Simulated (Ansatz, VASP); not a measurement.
## Mg72H143 (V_H): VASP beside Ansatz

Wanted: the spread between two codes on one cell, functional and k mesh. The structure shown is the start of the Ansatz relaxation below; VASP solves that cell, so the two are compared at the walk's first step.

Main program and level: Ansatz 0.2.0; plane waves, with VASP 6.6.1 beside it; single point at PBEsol.

**1. The structure**

The cell holds 215 atoms: 72 Mg and 143 H. Its edges and angles: a = 16.181 Å, b = 16.181 Å, c = 12.663 Å, α = 54.1°, β = 54.1°, γ = 71.9°. It derives from MgH2 (MgH2 (P4_2/mnm)). Nearest the centre at fractional (0.315, 0.518, 0.625): Mg47 at 1.92 Å, Mg16 at 1.97 Å, Mg37 at 1.97 Å, H103 at 2.45 Å, H144 at 2.69 Å, H152 at 2.71 Å, H98 at 2.72 Å, H145 at 2.75 Å.

**2. Ansatz: relaxation, PBEsol**

Ansatz runs on its default PAW (the set named soft_2) files.

The two programs are compared at the cell with which this relaxation starts, whose forces are those of its first step.

The input, input.yaml:

```yaml
crystal:
  lattice:
    - [0.0, 4.47718515, 3.0077407]
    - [4.47718515, 0.0, 3.0077407]
    - [4.47718515, 4.47718515, 0.0]
  atoms:
    - { symbol: Mg, position: [0.25, 0.25, 0.25] }
    - { symbol: Mg, position: [0.75, 0.75, 0.75] }
    - { symbol: Mg, position: [0.0, 0.0, 0.0] }
    - { symbol: Mg, position: [0.5, 0.5, 0.5] }
    - { symbol: H, position: [0.0, 0.0, 0.69554375] }
    - { symbol: H, position: [0.5, 0.5, 0.19554375] }
    - { symbol: H, position: [0.44554375, 0.05445625, 0.75] }
    - { symbol: H, position: [0.94554375, 0.55445625, 0.25] }
    - { symbol: H, position: [0.0, 0.0, 0.30445625] }
    - { symbol: H, position: [0.5, 0.5, 0.80445625] }
    - { symbol: H, position: [0.05445625, 0.44554375, 0.75] }
    - { symbol: H, position: [0.55445625, 0.94554375, 0.25] }
  supercell: [3, 3, 2]
  defects: [{ vacancy: 43 }]
basis:
  ecutwfc: 420
  xc_grid: 2
hamiltonian:
  xc: pbesol
kpoints:
  mp_grid: { grid: [1, 1, 1] }
magnetization:
  spin_polarized: true
  initial_magnetization: 1
  spin_locking: { lock_magnetization: hard }
scf:
  occupations: { method: fermi_dirac, width: 0.01 }
  max_iter: 100
output:
  forces: true
  charged_corrections: { epsilon: [4.16, 4.16, 4.21], static_epsilon: [11.89, 11.89, 8.5] }
relax:
  f_tol: 0.01
  max_steps: 80
  random_displacement: { amplitude: 0.05, seed: 8 }
checkpoint:
  write: "../q0_M1.relax_smeared.run"
  compress: false
  write_wavefunctions: true
  write_every: 100000
```

Run with:

```console
$ ansatz run input.yaml --threads 4 --pin off --max-ram 15073MiB --backend cpu --events-out ev --progress --plain --runs-dir out
```

Numbers of over 12 decimals in the logs are rounded to 6 here.

The log of the run:

```text
Engine: ansatz 0.2.0, aarch64-unknown-linux-gnu
Pseudopotentials: kind: paw
Pseudopotential: Mg, paw, valence charge 10, recommended cutoff 420 eV (normal), Mg.paw.azcp
Pseudopotential: H, paw, valence charge 1, recommended cutoff 420 eV (normal), H.paw.azcp
Functional definition: PBEsol
  exchange = pbesol_x
  correlation = pbesol_c
Crystal: 215 atoms, lattice volume = 2170.466 Å³
Basis set: ecut = 420 eV, 42383 PW (Γ), exchange–correlation on 240×240×180 points (8 copies of the dense FFT grid, shifted against one another)
Bands: 647, of which v1, the nominal top of the filled ones, is band 432 counted from 1 (431 counted from 0)
Symmetry: 1 space group operations
k-points: 1
Non-local potential: Mg, projectors of the file, l = 0: 3, l = 1: 2, l = 2: 1
Non-local potential: H, projectors of the file, l = 0: 2, l = 1: 1
PAW form: soft (Blöchl's): semilocal exchange-correlation on the pseudo side does not see the compensation charge
PAW frozen core: Mg, regenerated for the run's functional, and the local potential with it (the file was generated under x = pbe(κ = 0.804, μ = 0.219515), c = pbe(β = 0.066725))
PAW one-centre angular grid: Mg, 110 points (default); XC on 64 Gauss nodes
PAW one-centre angular grid: H, 110 points (default); XC on 64 Gauss nodes
Initial density: superposition of atomic densities (chi_scale 0.1, normalization cell, long waves kept (reshape's long-wave potential 0.02 eV rms))
Starting moments: Σ|m| = 1 μB on 215 of 215 sites
Initial wavefunctions: pseudopotential atomic-orbital guess
Functional: x = pbesol(κ = 0.804, μ = 0.123457), c = pbesol(β = 0.046)
SCF iter   1: F=—  HF=-139986.960202 eV  |F-HF|=—  |Δ(HF+E_count)|=         —  Δρ=3.97e-2 (↑3.96e-2 ↓3.97e-2)  dr2=1.23e2  dr2_m=4.25e-2  M=1.000 μB ∫|m|=1.039 μB  β_m=0.30  ethr=3.10e-3  ⟨swp⟩=6.0  Hψ=5912  notcnv=0  defer=166
preconditioner: auto → Resta (q_TF=auto, 2.340 Å⁻¹)  ε∞=2.7  [insulator: Δε(μ)=0.760 eV  Ē_g=10.467 eV  σ=0.010 eV  W_gap=1.00  n_scr=458 (ndim 8)  ℏωp=13.5 eV  f_vac=0.000  D(μ)=0.00/eV (n_scr^D=0)  ε∞_Penn≈2.7]
spin=Collinear: Resta preconditioning applied to the charge; magnetization (m = ρ↑ − ρ↓) channel mixes plain (no charge-response kernel on spin).
SCF iter   2: F=—  HF=-139962.820963 eV  |F-HF|=—  |Δ(HF+E_count)|=    2.41e1  Δρ=2.67e-2 (↑2.67e-2 ↓2.67e-2)  dr2=5.86e1  dr2_m=2.54e-2  M=1.000 μB ∫|m|=1.033 μB  β_m=0.63  ethr=3.10e-3  ⟨swp⟩=2.0  Hψ=1499  notcnv=0  defer=418
SCF iter   3: F=—  HF=-139941.397510 eV  |F-HF|=—  |Δ(HF+E_count)|=    2.14e1  Δρ=2.61e-3 (↑2.61e-3 ↓2.58e-3)  dr2=3.01e-1  dr2_m=5.24e-4  M=1.000 μB ∫|m|=1.042 μB  β_m=0.69  ethr=3.10e-3  ⟨swp⟩=2.5  Hψ=1169  notcnv=0  defer=418
SCF iter   4: F=—  HF=-139941.508966 eV  |F-HF|=—  |Δ(HF+E_count)|=   1.11e-1  Δρ=9.38e-4 (↑9.38e-4 ↓9.28e-4)  dr2=3.33e-2  dr2_m=4.29e-5  M=1.000 μB ∫|m|=1.045 μB  β_m=0.81  ethr=3.49e-5  ⟨swp⟩=2.5  Hψ=1761  notcnv=0  defer=422
SCF iter   5: F=—  HF=-139941.534307 eV  |F-HF|=—  |Δ(HF+E_count)|=   2.53e-2  Δρ=7.75e-5 (↑7.71e-5 ↓7.75e-5)  dr2=3.36e-4  dr2_m=3.18e-7  M=1.000 μB ∫|m|=1.046 μB  β_m=0.90  ethr=3.86e-6  ⟨swp⟩=2.0  Hψ=1168  notcnv=0  defer=422
SCF iter   6: F=—  HF=-139941.534318 eV  |F-HF|=—  |Δ(HF+E_count)|=   1.07e-5  Δρ=1.40e-5 (↑1.38e-5 ↓1.40e-5)  dr2=2.25e-5  dr2_m=9.77e-8  M=1.000 μB ∫|m|=1.046 μB  β_m=0.95  ethr=3.89e-8  ⟨swp⟩=2.0  Hψ=1736  notcnv=0  defer=422
SCF iter   7: F=-139941.534328 eV  HF=-139941.534329 eV  |F-HF|=7.20e-7  |Δ(HF+E_count)|=   1.10e-5  Δρ=3.26e-6 (↑3.21e-6 ↓3.26e-6)  dr2=2.06e-6  dr2_m=1.68e-9  M=1.000 μB ∫|m|=1.046 μB  ethr=2.90e-10  ⟨swp⟩=4.0  Hψ=3214  notcnv=0
SCF 1 converged in 7 iterations: F = -139941.534328 eV  dr2 = 2.06e-6
  greatest PAW one-centre occupation: 1.000 electrons in one spin orbital (limit 2), on the Mg atom at site 39 (counted from 0), in its partial waves of l = 0
relax step   1: F+E_penalty+E_count = -139941.53432796 eV  Δ(F+E_penalty+E_count) = +0.000e0 eV  max|allowed force component| = 7.027e-1 eV/Å  Δτ_max = 0.0000 Å  (7 SCF iters, dr2 threshold 2.50e-6 eV, accepted)
Initial density: handed on by an earlier stage of this run
Starting moments: Σ|m| = 1 μB on 215 of 215 sites; this step starts from the density that it was given
Initial wavefunctions: those handed on with the density
iter 1 solved again at ethr=3.00e-4 eV; its pass at ethr=3.10e-3 eV (dr2=2.59e0 eV) is discarded
SCF iter   1: F=—  HF=-139943.081848 eV  |F-HF|=—  |Δ(HF+E_count)|=         —  Δρ=5.30e-3 (↑5.30e-3 ↓5.29e-3)  dr2=2.60e0  dr2_m=4.16e-4  M=1.000 μB ∫|m|=1.050 μB  β_m=0.30  ethr=3.00e-4  ⟨swp⟩=1.0  Hψ=5059  notcnv=0  defer=416
preconditioner: auto → Resta (q_TF=auto, 2.340 Å⁻¹)  ε∞=2.9  [insulator: Δε(μ)=1.488 eV  Ē_g=9.895 eV  σ=0.010 eV  W_gap=1.00  n_scr=458 (ndim 8)  ℏωp=13.5 eV  f_vac=0.000  D(μ)=0.00/eV (n_scr^D=0)  ε∞_Penn≈2.9]
[...]
- { symbol: Mg, position: [0.583668, 0.583366, 0.874476] }
    - { symbol: Mg, position: [0.333411, 0.333351, 0.499558] }
    - { symbol: Mg, position: [0.500226, 0.500125, 0.749587] }
    - { symbol: H, position: [0.332138, 0.334396, 0.847659] }
    - { symbol: H, position: [0.498894, 0.501031, 0.597621] }
    - { symbol: H, position: [0.482026, 0.351510, 0.873892] }
    - { symbol: H, position: [0.648804, 0.518161, 0.624307] }
    - { symbol: H, position: [0.332568, 0.334677, 0.651486] }
    - { symbol: H, position: [0.500645, 0.500028, 0.901482] }
    - { symbol: H, position: [0.351866, 0.481648, 0.875912] }
    - { symbol: H, position: [0.518561, 0.648669, 0.624661] }
    - { symbol: Mg, position: [0.417146, 0.750195, 0.123825] }
    - { symbol: Mg, position: [0.583706, 0.916762, 0.374395] }
    - { symbol: Mg, position: [0.333515, 0.666616, -0.000355122] }
    - { symbol: Mg, position: [0.500770, 0.833981, 0.248682] }
    - { symbol: H, position: [0.334894, 0.665882, 0.347130] }
    - { symbol: H, position: [0.500257, 0.833515, 0.097115] }
    - { symbol: H, position: [0.483001, 0.685898, 0.373131] }
    - { symbol: H, position: [0.649218, 0.851760, 0.124015] }
    - { symbol: H, position: [0.333453, 0.666836, 0.151813] }
    - { symbol: H, position: [0.500563, 0.833771, 0.401293] }
    - { symbol: H, position: [0.351987, 0.815565, 0.374087] }
    - { symbol: H, position: [0.518541, 0.982307, 0.124076] }
    - { symbol: Mg, position: [0.417212, 0.750110, 0.624666] }
    - { symbol: Mg, position: [0.583528, 0.916976, 0.874360] }
    - { symbol: Mg, position: [0.334756, 0.667599, 0.498002] }
    - { symbol: Mg, position: [0.500314, 0.833366, 0.749479] }
    - { symbol: H, position: [0.333282, 0.666416, 0.847689] }
    - { symbol: H, position: [0.500254, 0.833400, 0.597428] }
    - { symbol: H, position: [0.482227, 0.684846, 0.874446] }
    - { symbol: H, position: [0.648920, 0.851471, 0.624458] }
    - { symbol: H, position: [0.335152, 0.666197, 0.650775] }
    - { symbol: H, position: [0.500486, 0.833739, 0.901163] }
    - { symbol: H, position: [0.351749, 0.815192, 0.874519] }
    - { symbol: H, position: [0.518335, 0.981947, 0.624601] }
    - { symbol: Mg, position: [0.750213, 0.083334, 0.124590] }
    - { symbol: Mg, position: [0.916584, 0.250022, 0.374766] }
    - { symbol: Mg, position: [0.667138, 0.000236575, -0.000792037] }
    - { symbol: Mg, position: [0.833338, 0.166431, 0.249920] }
[...]
- { symbol: Mg, position: [0.749955, 0.083621, 0.624557] }
    - { symbol: Mg, position: [0.916772, 0.249875, 0.874715] }
    - { symbol: Mg, position: [0.666865, -2.5951076858321542e-5, 0.499633] }
    - { symbol: Mg, position: [0.833621, 0.166670, 0.749537] }
[...]
- { symbol: Mg, position: [0.750009, 0.416737, 0.124695] }
    - { symbol: Mg, position: [0.916977, 0.583288, 0.374520] }
    - { symbol: Mg, position: [0.666819, 0.333388, -0.000398294] }
    - { symbol: Mg, position: [0.833461, 0.500091, 0.249563] }
[...]
- { symbol: Mg, position: [0.750207, 0.416727, 0.624513] }
[...]
- { symbol: Mg, position: [0.750443, 0.750028, 0.124404] }
    - { symbol: Mg, position: [0.917006, 0.916513, 0.374638] }
    - { symbol: Mg, position: [0.666938, 0.666828, -0.000592532] }
    - { symbol: Mg, position: [0.833679, 0.833294, 0.249562] }
[...]
- { symbol: Mg, position: [0.750352, 0.749959, 0.624516] }
    - { symbol: Mg, position: [0.917063, 0.916539, 0.874514] }
    - { symbol: Mg, position: [0.667060, 0.666679, 0.499430] }
    - { symbol: Mg, position: [0.833535, 0.833488, 0.749463] }
    - { symbol: H, position: [0.666916, 0.666574, 0.847439] }
    - { symbol: H, position: [0.833542, 0.833183, 0.597534] }
    - { symbol: H, position: [0.815573, 0.684924, 0.874306] }
    - { symbol: H, position: [0.982230, 0.851338, 0.624639] }
    - { symbol: H, position: [0.667227, 0.666764, 0.651457] }
    - { symbol: H, position: [0.833840, 0.833531, 0.901370] }
    - { symbol: H, position: [0.685035, 0.815423, 0.874304] }
    - { symbol: H, position: [0.851541, 0.982031, 0.624551] }
```

**3. VASP: single point, PBEsol, start cell**

The same cell, functional, mesh and smearing now go to VASP, with its own data sets.

Lines of VASP's logs that name or quote its potential files are left out, and so is its time.

The input, INCAR:

```
SYSTEM = Mg72H143
PREC = Accurate
ENCUT = 520
EDIFF = 1E-06
NELM = 200
ISMEAR = -1
SIGMA = 0.01
LREAL = Auto
ALGO = Normal
GGA = PS
NBANDS = 294
ISPIN = 2
MAGMOM = 0 0 0 0 0 0 0 0 0 0 0 0 0 0 0 0.01 0 0 0 0 0 0 0 0 0 0 0 0 -0 0 0 0 0 0 0 0 0.02 0 0 0 0 0 0 0 0 0 0.01 0 0 0 0 0 0 0 0 0 0 0 0 0 -0 0 0 0 0 0 0 0 0 0 0 0 0 0 0 0 0 -0 0 0 0 0 -0 -0 0 0 0 0 -0 0 0 0 0 0 0 0 0 0.01 0 0 0.01 0 0.02 -0 0 0 0 0 0 0 0 0 0 0 -0 0 -0 0 0 0 0 -0 0 0 0 -0 -0 0 -0 0 0 -0 -0 0 0 -0 -0 0 0 -0 0.01 0 0 0.01 0.01 0 -0 0.01 -0 0 0 0.01 0 0 0 0 0 0 -0 0 0 0 0 0.01 -0 0 0 -0 -0 0 0 -0 0 -0 -0 0 0 0 0 0 -0 -0 0 -0 0 0 0 0 0 0 0 0 -0 -0 -0 -0 0 -0 0 0 0 -0 0 0 0 0 -0 -0 0 0 0 0 0 0 -0
LORBIT = 11
LWAVE = .FALSE.
LCHARG = .FALSE.
ISIF = 2
NUPDOWN = 1
LASPH = .TRUE.
GGA_COMPAT = .FALSE.
```

The input, POSCAR:

```
Mg72H143
1.0
    0.0000000000     13.4315554587      9.0232220990
   13.4315554587      0.0000000000      9.0232220990
    8.9543703058      8.9543703058      0.0000000000
Mg H
72 143
Direct
    0.0828878596      0.0844932581      0.1207384864
    0.2507045223      0.2517380586      0.3697097832
[... 3 atom lines left out ...]
    0.2477618255      0.2478931580      0.8807071890
[... 2 atom lines left out ...]
    0.0838820379      0.4131857446      0.1286450880
    0.2509524107      0.5797793298      0.3778057710
    0.0006284762      0.3358979849      0.9947234244
[... 1 atom line left out ...]
    0.0829090382      0.4145779959      0.6235945650
    0.2501460953      0.5871082598      0.8714456273
[... 1 atom line left out ...]
    0.1650241863      0.5033581204      0.7488844286
[... 4 atom lines left out ...]
    0.0829390790      0.7473837167      0.6243924440
[... 12 atom lines left out ...]
    0.5818192141      0.5804155048      0.3804472947
    0.3330094142      0.3320874807      0.0049003541
    0.5025702622      0.5024754854      0.2478461998
    0.4171340966      0.4129967500      0.6282700018
[... 1 atom line left out ...]
    0.3353351665      0.3322603923      0.4961674536
    0.5021328368      0.5019069508      0.7442728776
    0.4175316748      0.7487105926      0.1217283981
[... 2 atom lines left out ...]
    0.5022633049      0.8304507597      0.2497573239
    0.4204351131      0.7501025157      0.6214465419
[... 1 atom line left out ...]
    0.3350823620      0.6646044351      0.4975202632
[... 32 atom lines left out ...]
    0.1844369494      0.3183606045      0.1207845832
[... 7 atom lines left out ...]
    0.1884810292      0.3153519642      0.6232536084
[... 1 atom line left out ...]
    0.1667971228      0.4982098928      0.0955357178
[... 7 atom lines left out ...]
    0.1652015634      0.4993425356      0.6029604378
    0.1485055643      0.3552581633      0.8727711732
[... 1 atom line left out ...]
    0.1647675865      0.4968810944      0.9073945734
    0.0179802282      0.4784400029      0.8794717326
    0.1850548487      0.6460692129      0.6236458116
[... 2 atom lines left out ...]
    0.1506882286      0.6828112595      0.3772717216
[... 6 atom lines left out ...]
    0.1695227260      0.8334016064      0.5929563914
    0.1476789547      0.6848905995      0.8794238636
[... 20 atom lines left out ...]
    0.5199119398      0.3142216898      0.6210673400
[... 2 atom lines left out ...]
    0.4801301296      0.3537099242      0.3720282302
[... 2 atom lines left out ...]
    0.5036505786      0.4992489290      0.3994029954
    0.3512091215      0.4796083978      0.3736918502
    0.5157930676      0.6512945741      0.1238816097
    0.3333760901      0.3371328404      0.8444954026
    0.5020041071      0.4988024675      0.5940857720
    0.4824719661      0.3546600381      0.8742966577
[... 1 atom line left out ...]
    0.3359769811      0.3314187600      0.6535872814
[... 1 atom line left out ...]
    0.3478802011      0.4811862807      0.8769867135
    0.5156988877      0.6496842631      0.6286774611
    0.3337837905      0.6629756710      0.3494210537
[... 1 atom line left out ...]
    0.4804654587      0.6819597687      0.3758942763
[... 1 atom line left out ...]
    0.3333812734      0.6628685032      0.1553988600
[... 1 atom line left out ...]
    0.3506608225      0.8157472393      0.3713902376
[... 5 atom lines left out ...]
    0.3369710039      0.6677430440      0.6494780844
[... 50 atom lines left out ...]
    0.8506268280      0.9835028009      0.6209801913
```

The input, KPOINTS:

```
Automatic mesh
0
Gamma
1 1 1
0 0 0
```

The projector-augmented-wave data sets are Mg and H (PBE family, release 64).

Run with:

```console
$ export OMP_NUM_THREADS=3
$ mpirun -np 1 vasp_gam
```

The log of the run:

```text
[banner, memory and clock lines left out]
running    1 mpi-ranks, on    1 nodes
[...]
Offloading initialized ...    1 GPUs detected
[...]
|                                                                             |
|               ----> ADVICE to this user running VASP <----                  |
|                                                                             |
|     You enforced a specific xc type in the INCAR file but a different       |
|     [... a line on the potential file left out ...]
|     I HOPE YOU KNOW WHAT YOU ARE DOING!                                     |
|                                                                             |

 LDA part: xc-table for (Slater+PW92), standard interpolation
 POSCAR, INCAR and KPOINTS ok, starting setup
[...]
entering main loop
       N       E                     dE             d eps       ncg     rms          rms(c)
DAV:   1     0.826552528333E+03    0.82655E+03   -0.10745E+05  1192   0.815E+02
DAV:   2    -0.468265164896E+03   -0.12948E+04   -0.10680E+04  1744   0.144E+02
DAV:   3    -0.668164930658E+03   -0.19990E+03   -0.19590E+03  1408   0.492E+01
DAV:   4    -0.673962104932E+03   -0.57972E+01   -0.57860E+01  1440   0.916E+00
[...]
DAV:  12    -0.632184104727E+03   -0.81403E-04   -0.14834E-04  1272   0.173E-02    0.141E-02
DAV:  13    -0.632184108006E+03   -0.32792E-05   -0.94370E-06  1392   0.545E-03    0.839E-03
DAV:  14    -0.632184108481E+03   -0.47450E-06   -0.39915E-06  1368   0.490E-03
   1 F= -.63218411E+03 E0= -.63218411E+03  d E =-.179407E-11  mag=     0.9995
```

OUTCAR, selected parts (step 3):

```text
 magnetization (x)
# of ion       s       p       d       tot
------------------------------------------
    1        0.000   0.000   0.000   0.000
    2       -0.000   0.000   0.000   0.000
    3       -0.000   0.000   0.000   0.000
    4        0.000   0.000   0.000   0.000
    5        0.000   0.000  -0.000   0.000
    6        0.003   0.001   0.000   0.004
[...]
213       -0.000   0.000   0.000  -0.000
  214        0.000   0.000   0.000   0.000
  215       -0.000   0.000   0.000  -0.000
--------------------------------------------------
tot          0.112   0.065   0.015   0.192
```

The run ends at a pressure of -0.02 GPa, with forces up to 0.73 eV/Å.

**4. Side by side**

Known differences besides the potentials themselves: VASP starts from the moments at which Ansatz ended; the data sets hold 863 valence electrons in Ansatz (on its default PAW (the set named soft_2) files) and 287 in VASP; the cutoff is 420 eV in Ansatz and 520 eV in VASP (PREC = Accurate, projectors in real space); Ansatz makes its cores anew for this functional, VASP keeps those of its PBE data sets. Total energies have different zeros and are not compared.

Forces on 9 of the 215 atoms, those with the largest forces and the largest differences (eV/Å; atoms numbered as in POSCAR):

```tsv
atom	Ansatz x, y, z	VASP x, y, z
Mg16	-0.072, 0.320, -0.301	-0.072, 0.321, -0.306
Mg17	0.109, -0.439, -0.448	0.110, -0.442, -0.451
Mg18	0.158, -0.256, 0.449	0.159, -0.259, 0.452
Mg47	0.131, 0.034, 0.050	0.133, 0.033, 0.054
Mg51	0.180, 0.488, -0.001	0.180, 0.492, -0.001
Mg52	-0.152, 0.088, 0.501	-0.153, 0.089, 0.505
Mg58	0.032, 0.108, 0.613	0.032, 0.109, 0.617
Mg62	0.008, 0.173, -0.703	0.008, 0.174, -0.708
Mg71	0.340, -0.370, 0.272	0.343, -0.373, 0.273
```

The forces differ by 1.4 meV/Å r.m.s., which is 0.8 % of the r.m.s. force of 0.180 eV/Å (both taken over all components). Moments aren't recorded for both runs of this pair, so they may hold unlike magnetic states.

**5. Summary of results**

```
r.m.s. force difference (single point, PBEsol, start cell) : 1.4 meV/Å
```

In words: The r.m.s. force difference is 1.4 meV/Å (single point, PBEsol, start cell), within the 12 meV/Å picked in this series as the mark of a large difference. The data sets hold unlike numbers of valence electrons (863 in Ansatz and 287 in VASP), so part of the differences comes from the potentials. 1 further run of this series is not shown here. Such differences can come from data sets, numerical settings and the points named under the comparisons, not from the functional's error against experiment.

[Lines on the potential files, build, host, timing and source positions are cut from VASP's logs without a mark.]

[Logs are printed without paths, hosts, clocks, repeated set-up lines and the standing remarks that a program may print on its own settings, such as how far it seeks lower states.]

[Hosts, paths, dates, database ids (printed as entryN), source tags and the programs' standing remarks are cut or masked in the printed files.]
